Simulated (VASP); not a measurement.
# Al2O3 (Corundum): the band gap up a ladder of functionals

Which functional reproduces the measured band gap of Al2O3 (Corundum), and what does it cost? The levels: LDA, PBE, r2SCAN, TB-mBJ, TPSS, SCAN and HSE06. The start is a cell from a database of measured crystal structures.

Method: LDA; plane waves and PAW (Al, O), in the first sound run; inputs show where later runs differ, in VASP 6.6.1.

**What experiment says.**

For Al2O3, alpha (corundum) (high-purity reference sample), “Multi-petahertz electron interference in Cr:Al2O3 solid-state material” (2018, pmc:5906618) quotes earlier work: band gap (optical band gap of host from absorption) 8.7 eV [literature value quoted for a high-purity sample; optical absorption edge, temperature …].

## Step 1: Set-up

The structure is trigonal, space group R-3c (No. 167). Conventional cell: a = 4.760 Å, b = 4.760 Å, c = 12.996 Å, α = 90.00°, β = 90.00°, γ = 120.00°. Al has 6 O at 1.85 to 1.97 Å nearest. Nearest to O lie 4 Al at 1.85 to 1.97 Å. Farther neighbours and most contacts between anions are not listed.

## Step 2: Bands with LDA

The mesh alone shows little of the dispersion and can miss band extrema, so KPOINTS_OPT adds a path through the symmetry points after the self-consistent cycle. LDA, the lowest rung, knows the local density alone.

Contents of INCAR:

```
SYSTEM = Al2O3
PREC = Accurate
ENCUT = 520
EDIFF = 1E-06
NELM = 100
ISMEAR = 0
SIGMA = 0.02
LREAL = .FALSE.
ALGO = Normal
GGA = CA
NBANDS = 48
LORBIT = 11
LWAVE = .FALSE.
LCHARG = .FALSE.
KPAR = 8
```

Contents of POSCAR:

```
Al2O3
1.0
    2.3802500000      1.3742379782      4.3318666667
   -2.3802500000      1.3742379782      4.3318666667
    0.0000000000     -2.7484759565      4.3318666667
Al O
4 6
Direct
    0.3521600000      0.3521600000      0.3521600000
    0.1478400000      0.1478400000      0.1478400000
    0.6478400000      0.6478400000      0.6478400000
    0.8521600000      0.8521600000      0.8521600000
    0.5566800000      0.9433200000      0.2500000000
    0.2500000000      0.5566800000      0.9433200000
    0.9433200000      0.2500000000      0.5566800000
    0.4433200000      0.0566800000      0.7500000000
    0.7500000000      0.4433200000      0.0566800000
    0.0566800000      0.7500000000      0.4433200000
```

Contents of KPOINTS:

```
Automatic mesh
0
Gamma
4 4 4
0 0 0
```

Contents of KPOINTS_OPT:

```
Line mode
12
Line-mode
Reciprocal
  0.00000000   0.00000000   0.00000000 GAMMA
  0.50000000   0.00000000   0.00000000 L

  0.50000000   0.00000000   0.00000000 L
  0.50000000   0.23376048  -0.23376048 B1

  0.76623952   0.50000000   0.23376048 B
  0.50000000   0.50000000   0.50000000 Z

  0.50000000   0.50000000   0.50000000 Z
  0.00000000   0.00000000   0.00000000 GAMMA

  0.00000000   0.00000000   0.00000000 GAMMA
  0.36688024   0.00000000  -0.36688024 X

  0.63311976   0.36688024   0.00000000 Q
  0.50000000   0.50000000   0.00000000 F

  0.50000000   0.50000000   0.00000000 F
  0.63311976   0.63311976   0.23376048 P1

  0.63311976   0.63311976   0.23376048 P1
  0.50000000   0.50000000   0.50000000 Z

  0.50000000   0.00000000   0.00000000 L
  0.76623952   0.36688024   0.36688024 P
```

The projector-augmented-wave data sets are Al and O (PBE family, release 64).

Started as:

```
$ mpirun -np 8 vasp_std
```

The program printed:

```text
[banner, memory and clock lines left out]
running    8 mpi-ranks, on    1 nodes
 distrk:  each k-point on    1 cores,    8 groups
 distr:  one band on    1 cores,    1 groups

 POSCAR found type information on POSCAR AlO
 POSCAR found :  2 types and      10 ions
|                                                                             |
|           W    W    AA    RRRRR   N    N  II  N    N   GGGG   !!!           |
|           W    W   A  A   R    R  NN   N  II  NN   N  G    G  !!!           |
|           W    W  A    A  R    R  N N  N  II  N N  N  G       !!!           |
|           W WW W  AAAAAA  RRRRR   N  N N  II  N  N N  G  GGG   !            |
|           WW  WW  A    A  R   R   N   NN  II  N   NN  G    G                |
|           W    W  A    A  R    R  N    N  II  N    N   GGGG   !!!           |
|                                                                             |
|     For optimal performance we recommend to set                             |
|       NCORE = 2 up to number-of-cores-per-socket                            |
|     NCORE specifies how many cores store one orbital (NPAR=cpu/NCORE).      |
|     This setting can greatly improve the performance of VASP for DFT.       |
|     The default, NCORE=1 might be grossly inefficient on modern             |
|     multi-core architectures or massively parallel machines. Do your        |
|     Unfortunately you need to use the default for GW and RPA                |
|     calculations (for HF NCORE is supported but not extensively tested      |
|     yet).                                                                   |
|                                                                             |

|                                                                             |
|               ----> ADVICE to this user running VASP <----                  |
|                                                                             |
|     You enforced a specific xc type in the INCAR file but a different       |
|     [... a line on the potential file left out ...]
|     I HOPE YOU KNOW WHAT YOU ARE DOING!                                     |
|                                                                             |

 LDA part: xc-table for (Slater(with rela. corr.)+CA(PZ))
 , standard interpolation
 POSCAR, INCAR and KPOINTS ok, starting setup
 FFT: planning ... GRIDC
 FFT: planning ... GRID_SOFT
 FFT: planning ... GRID
 WAVECAR not read
 entering main loop
       N       E                     dE             d eps       ncg     rms          rms(c)
DAV:   1     0.177762746294E+03    0.17776E+03   -0.24226E+04  1256   0.956E+02
DAV:   2    -0.797440435514E+02   -0.25751E+03   -0.24784E+03  1520   0.232E+02
DAV:   3    -0.907037596140E+02   -0.10960E+02   -0.10901E+02  1512   0.442E+01
DAV:   4    -0.907772240542E+02   -0.73464E-01   -0.73456E-01  1416   0.411E+00
DAV:   5    -0.907781957721E+02   -0.97172E-03   -0.97171E-03  1488   0.460E-01    0.163E+01
DAV:   6    -0.833855767050E+02    0.73926E+01   -0.14977E+01  1344   0.195E+01    0.523E+00
DAV:   7    -0.832822597816E+02    0.10332E+00   -0.51527E-01  1408   0.318E+00    0.311E+00
DAV:   8    -0.832011677354E+02    0.81092E-01   -0.81159E-02  1392   0.167E+00    0.483E-01
DAV:   9    -0.831990144787E+02    0.21533E-02   -0.48537E-03  1592   0.338E-01    0.290E-01
DAV:  10    -0.831991377087E+02   -0.12323E-03   -0.38585E-04  1368   0.888E-02    0.578E-02
DAV:  11    -0.831991107702E+02    0.26938E-04   -0.90262E-05  1440   0.502E-02    0.234E-02
DAV:  12    -0.831991110102E+02   -0.23992E-06   -0.22472E-06  1272   0.776E-03
   1 F= -.83199111E+02 E0= -.83199111E+02  d E =-.194064E-42
 Start KPOINTS_OPT (optional k-point list driver)
k-point batch [1-13\108]
       N       E                     dE             ncg
DAV:   1     0.292777378105E+04   -0.54963E+04     1248
DAV:   2    -0.161003167268E+03   -0.30888E+04     1512
DAV:   3    -0.296154975220E+03   -0.13515E+03     1560
DAV:   4    -0.297154303036E+03   -0.99933E+00     1464
DAV:   5    -0.297170446134E+03   -0.16143E-01     1544
DAV:   6    -0.297170842475E+03   -0.39634E-03     1464
DAV:   7    -0.297170853678E+03   -0.11203E-04     1536
DAV:   8    -0.297170853967E+03   -0.28898E-06     1096
[...]
k-point batch [105-108\108]
       N       E                     dE             ncg
DAV:   1     0.124238692289E+05   -0.48529E+04      384
DAV:   2     0.114405247719E+05   -0.98334E+03      464
DAV:   3     0.113967114626E+05   -0.43813E+02      472
DAV:   4     0.113963779108E+05   -0.33355E+00      440
DAV:   5     0.113963724925E+05   -0.54183E-02      464
DAV:   6     0.113963723591E+05   -0.13345E-03      456
DAV:   7     0.113963723553E+05   -0.37553E-05      464
DAV:   8     0.113963723552E+05   -0.96346E-07      336
```

Wall time 58 s (8 MPI ranks of AMD EPYC 7R43, shared host); peak memory 1.9 GiB.

The logs omit lines about the potential files and the build; timing stands in the text.

Parts of OUTCAR (step 2):

```text
ion  position               nearest neighbor table
   1  0.352  0.352  0.352-   9 1.85  10 1.85   8 1.85   7 1.97   5 1.97   6 1.97   2 2.66   3 2.79
                             3 2.79   3 2.79   2 3.22   2 3.22   2 3.22
   2  0.148  0.148  0.148-  10 1.85   9 1.85   8 1.85   6 1.97   5 1.97   7 1.97   1 2.66   4 2.79
                             4 2.79   4 2.79   1 3.22   1 3.22   1 3.22
   3  0.648  0.648  0.648-   6 1.85   7 1.85   5 1.85  10 1.97   8 1.97   9 1.97   4 2.66   1 2.79
                             1 2.79   1 2.79   4 3.22   4 3.22   4 3.22
   4  0.852  0.852  0.852-   7 1.85   6 1.85   5 1.85   9 1.97   8 1.97  10 1.97   3 2.66   2 2.79
                             2 2.79   2 2.79   3 3.22   3 3.22   3 3.22
   5  0.557  0.943  0.250-   3 1.85   4 1.85   1 1.97   2 1.97
   6  0.250  0.557  0.943-   3 1.85   4 1.85   2 1.97   1 1.97
   7  0.943  0.250  0.557-   4 1.85   3 1.85   1 1.97   2 1.97
   8  0.443  0.057  0.750-   1 1.85   2 1.85   3 1.97   4 1.97
   9  0.750  0.443  0.057-   1 1.85   2 1.85   4 1.97   3 1.97
  10  0.057  0.750  0.443-   2 1.85   1 1.85   3 1.97   4 1.97

  LATTYP: Found a trigonal (rhomboedric) cell.
 ALAT       =     5.1302230849
 COS(alpha) =     0.5694707703

 Subroutine GETGRP returns: Found 12 space group operations
 (whereof  6 operations were pure point group operations)

The static configuration has the point symmetry S_6 .
 The point group associated with its full space group is D_3d.

 Found     13 irreducible k-points:

   k-points           NKPTS =     13   k-points in BZ     NKDIM =     13   number of bands    NBANDS=     48

   dimension x,y,z NGX =    40 NGY =   40 NGZ =   40
   dimension x,y,z NGXF=    80 NGYF=   80 NGZF=   80

   ENCUT  =  520.0 eV  38.22 Ry    6.18 a.u.   9.54  9.54  9.54*2*pi/ulx,y,z

   NELECT =      48.0000    total number of electrons

 k-points in reciprocal lattice and weights: Automatic mesh
   0.00000000  0.00000000  0.00000000       0.016
   0.25000000  0.00000000 -0.00000000       0.094
   0.50000000  0.00000000 -0.00000000       0.047
   0.25000000  0.25000000 -0.00000000       0.094
   0.50000000  0.25000000  0.00000000       0.188
  -0.25000000  0.25000000  0.00000000       0.094
   0.50000000  0.50000000 -0.00000000       0.047
   0.25000000  0.25000000  0.25000000       0.031
   0.50000000  0.25000000  0.25000000       0.094
  -0.25000000  0.25000000  0.25000000       0.094
   0.50000000  0.50000000  0.25000000       0.094
  -0.25000000  0.50000000  0.25000000       0.094
   0.50000000  0.50000000  0.50000000       0.016

 average (electrostatic) potential at core
       1 -70.9343       2 -70.9343       3 -70.9343       4 -70.9343       5 -66.9300
       6 -66.9300       7 -66.9300       8 -66.9300       9 -66.9300      10 -66.9300

 E-fermi :   6.0022

 k-point     1 :       0.0000    0.0000    0.0000
  band No.  band energies     occupation
    ...
     20       5.3164      2.00000
     21       5.3164      2.00000
     22       5.7710      2.00000
     23       5.7710      2.00000
     24       5.8128      2.00000
     25      11.9935      0.00000
     26      14.7787      0.00000
     27      16.3362      0.00000
     28      17.1610      0.00000
     29      17.1610      0.00000
    ...

 k-point     2 :       0.2500    0.0000   -0.0000
  band No.  band energies     occupation
    ...
     20       4.4854      2.00000
     21       5.0428      2.00000
     22       5.3643      2.00000
     23       5.6609      2.00000
     24       5.7019      2.00000
     25      13.2252      0.00000
     26      15.6712      0.00000
     27      15.7714      0.00000
     28      16.3699      0.00000
     29      16.6096      0.00000
    ...

 k-point     3 :       0.5000    0.0000   -0.0000
  band No.  band energies     occupation
    ...
     20       4.4673      2.00000
     21       4.8932      2.00000
     22       4.8932      2.00000
     23       5.5395      2.00000
     24       5.5395      2.00000
     25      15.1262      0.00000
     26      15.1262      0.00000
     27      15.2968      0.00000
     28      15.2968      0.00000
     29      17.3606      0.00000
    ...

  Total       -1.9441187     -1.9441187     -2.2178233      0.0000000      0.0000000      0.0000000
  in kB      -36.6372194    -36.6372194    -41.7952257      0.0000000      0.0000000      0.0000000
  external PRESSURE =     -38.3565548 kB  Pullay stress =       0.0000000 kB

  energy-cutoff  :      520.00
  volume of cell :       85.02
      direct lattice vectors                 reciprocal lattice vectors
     2.380250000  1.374237978  4.331866667     0.210061968  0.121279334  0.076949121
    -2.380250000  1.374237978  4.331866667    -0.210061968  0.121279334  0.076949121
     0.000000000 -2.748475957  4.331866667     0.000000000 -0.242558668  0.076949121

 POSITION                                       TOTAL-FORCE (eV/Angst)
 -----------------------------------------------------------------------------------
      0.00000     -0.00000      4.57653        -0.000000      0.000000     -0.057314
      0.00000     -0.00000      1.92127        -0.000000     -0.000000      0.057314
      0.00000     -0.00000      8.41907        -0.000000     -0.000000      0.057314
      0.00000     -0.00000     11.07433        -0.000000      0.000000     -0.057314
     -0.92030      1.37424      7.58077        -0.129297      0.000000      0.000000
     -0.72998     -1.48412      7.58077         0.064648     -0.111974      0.000000
      1.65027      0.10988      7.58077         0.064648      0.111974      0.000000
      0.92030     -1.37424      5.41483         0.129297      0.000000     -0.000000
      0.72998      1.48412      5.41483        -0.064648      0.111974      0.000000
     -1.65027     -0.10988      5.41483        -0.064648     -0.111974      0.000000
 -----------------------------------------------------------------------------------
    total drift:                               -0.000000      0.000000     -0.000000

  FREE ENERGIE OF THE ION-ELECTRON SYSTEM (eV)
  ---------------------------------------------------
  free  energy   TOTEN  =       -83.1991110102 eV

  energy  without entropy=      -83.1991110102  energy(sigma->0) =      -83.19911101

 total charge
# of ion       s       p       d       tot
------------------------------------------
    1        0.309   0.406   0.000   0.715
    2        0.309   0.406   0.000   0.715
    3        0.309   0.406   0.000   0.715
    4        0.309   0.406   0.000   0.715
    5        1.534   3.621   0.000   5.155
    6        1.534   3.621   0.000   5.155
    7        1.534   3.621   0.000   5.155
    8        1.534   3.621   0.000   5.155
    9        1.534   3.621   0.000   5.155
   10        1.534   3.621   0.000   5.155
--------------------------------------------------
tot         10.441  23.352   0.000  33.792

[... 3 further parts left out ...]
```

The PAW data sets were made with PBE, though LDA sets exist; this is a small mismatch. At this level the cell is under a tension of 3.8 GPa, so at these settings it is away from equilibrium.

Numbers from this step:

| Item | Value |
| --- | --- |
| SCF cycles | 12 |
| electrons | 48 |
| bands | 48 |
| irreducible k-points | 13 |
| symmetry operations | 12 |
| free energy (TOTEN) | -83.1991 eV |
| Fermi energy | 6.002 eV |
| pressure | -3.836 GPa |
| metallic | no |
| least gap on mesh and path | 6.181 eV |
| least direct gap on mesh and path | 6.181 eV |
| valence top at k | 0, 0, 0 |
| conduction bottom at k | 0, 0, 0 |
| least direct gap at k | 0, 0, 0 |

The electronic bands at the labelled points (eV, zero at the valence-band top; v1 is the highest filled band, c1 the lowest empty one):

```csv
point,v4,v3,v2,v1,c1,c2,c3,c4
Γ,-0.50,-0.04,-0.04,0.00,6.18,8.97,10.52,11.35
0.45 of the way,-0.75,-0.42,-0.13,-0.09,7.24,9.83,9.93,10.67
L,-0.92,-0.92,-0.27,-0.27,9.31,9.31,9.48,9.48
0.45 of the way,-0.85,-0.85,-0.31,-0.31,9.24,9.24,9.63,9.63
B1,-0.86,-0.86,-0.51,-0.51,9.54,9.54,9.96,9.96
jump to B,-0.86,-0.86,-0.51,-0.51,9.54,9.54,9.96,9.96
0.45 of the way,-0.92,-0.92,-0.57,-0.57,9.35,9.35,10.50,10.50
Z,-0.38,-0.38,-0.38,-0.38,8.56,8.56,10.81,10.81
0.45 of the way,-0.51,-0.51,-0.13,-0.13,7.28,9.04,10.33,11.38
Γ,-0.50,-0.04,-0.04,0.00,6.18,8.97,10.52,11.35
0.45 of the way,-0.82,-0.52,-0.15,-0.06,7.60,9.67,10.15,10.28
X,-0.90,-0.85,-0.57,-0.28,9.36,9.37,9.57,9.99
jump to Q,-0.90,-0.85,-0.57,-0.28,9.36,9.37,9.57,9.99
0.45 of the way,-0.97,-0.83,-0.75,-0.27,9.43,9.61,9.61,10.03
F,-1.04,-0.94,-0.75,-0.26,9.39,9.61,9.78,10.25
0.45 of the way,-1.04,-0.89,-0.77,-0.30,9.48,9.63,9.84,10.13
P1,-1.05,-0.87,-0.76,-0.47,9.55,9.71,10.04,10.23
0.55 of the way,-0.75,-0.69,-0.50,-0.48,9.03,9.03,10.54,10.92
Z,-0.38,-0.38,-0.38,-0.38,8.56,8.56,10.81,10.81
jump to L,-0.92,-0.92,-0.27,-0.27,9.31,9.31,9.48,9.48
0.45 of the way,-1.06,-0.81,-0.45,-0.34,9.10,9.38,9.69,9.97
P,-1.05,-0.87,-0.76,-0.47,9.55,9.71,10.04,10.23
```

The largest weight of each band there:

```csv
point,v4,v3,v2,v1,c1,c2,c3,c4
Γ,O 0.98,O 0.98,O 0.98,O 0.96,O 0.59,Al 0.61,Al 0.73,Al 0.60
L,O 0.97,O 0.97,O 0.98,O 0.98,O 0.63,O 0.63,Al 0.56,Al 0.56
B1,O 0.98,O 0.98,O 0.97,O 0.97,Al 0.51,Al 0.50,O 0.57,O 0.57
B,O 0.98,O 0.98,O 0.97,O 0.97,Al 0.50,Al 0.50,O 0.57,O 0.57
Z,O 0.98,O 0.98,O 0.98,O 0.98,O 0.62,O 0.62,Al 0.84,Al 0.84
Γ,O 0.98,O 0.98,O 0.98,O 0.96,O 0.59,Al 0.61,Al 0.73,Al 0.60
```

Force by atom:

```csv
atom,x (eV/Å),y (eV/Å),z (eV/Å),size
Al1,0.000,0.000,-0.057,0.057
Al2,0.000,0.000,0.057,0.057
Al3,0.000,0.000,0.057,0.057
Al4,0.000,0.000,-0.057,0.057
O5,-0.129,0.000,0.000,0.129
O6,0.065,-0.112,0.000,0.129
O7,0.065,0.112,0.000,0.129
O8,0.129,0.000,0.000,0.129
O9,-0.065,0.112,0.000,0.129
O10,-0.065,-0.112,0.000,0.129
```

The gap is 6.18 eV, direct at Γ. The gap lies -2.52 eV from the measured 8.70 eV.

(Part 1 of 4 ends here.)

[Lines on the potential files, build, host, timing and source positions are cut from VASP's logs without a mark.]

[Logs are printed without paths, hosts, clocks, repeated set-up lines and the standing remarks that a program may print on its own settings, such as how far it seeks lower states.]

[Hosts, paths, dates, database ids (printed as entryN), source tags and the programs' standing remarks are cut or masked in the printed files.]

[Measured values are set beside computed ones only where the two were judged alike; some that the calculation misses by far are left out.]

[In band tables of VASP the shares of atoms and orbitals are scaled to a sum of 1 inside the atoms' spheres.]
